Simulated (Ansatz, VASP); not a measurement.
**Two plane-wave programs on ScSi5**

```
CELL_PARAMETERS angstrom
4.97295 0.00000 0.00000
0.00000 4.97295 0.00000
0.00000 0.00000 4.61829
ATOMIC_POSITIONS crystal
Sc 0.50000 0.50000 0.50000
Si 0.00000 0.26963 0.61937
Si 0.26963 0.00000 0.38063
Si 0.73037 0.00000 0.38063
Si 0.00000 0.73037 0.61937
Si 0.00000 0.00000 0.00000
```

Alike in both runs: task single point; functional PBE; k mesh 4 × 4 × 4; occupations gaussian, width 0.1 eV; no spin polarisation.

|  | VASP | Ansatz |
| --- | --- | --- |
| version | VASP 6.6.1 | Ansatz 0.2.0 |
| potentials or method | VASP PAW PBE potentials, release 64 (Sc_sv, Si) | scalar-relativistic, plane waves, PAW |
| plane-wave cutoff (eV) | 520 | 420 |
| valence electrons in the cell | 31 | 31 |

VASP gave:

```
gap on the k mesh at the Fermi level (eV)       : none
pressure (GPa)                                  : 19.9
largest component of the traceless stress (GPa) : 3.15
rms of the force components (eV/Å)              : 1.797
```

Question: Estimate Ansatz's values.

Answer: gap on the k mesh at the Fermi level (eV): none; pressure (GPa): 19.9; largest component of the traceless stress (GPa): 3.17; rms of the force components (eV/Å): 1.807.

Atom by atom the forces differ by 0.011 eV/Å (rms over components). A gap of «none» marks a metal or a gap that the smearing closes.

Caveats: so large a pressure means that the cell lies far from this level's equilibrium, or that cutoff or potentials fall short (VASP); forces of over 1 eV/Å show positions far from the minimum, so gaps and moduli don't describe the material at rest.
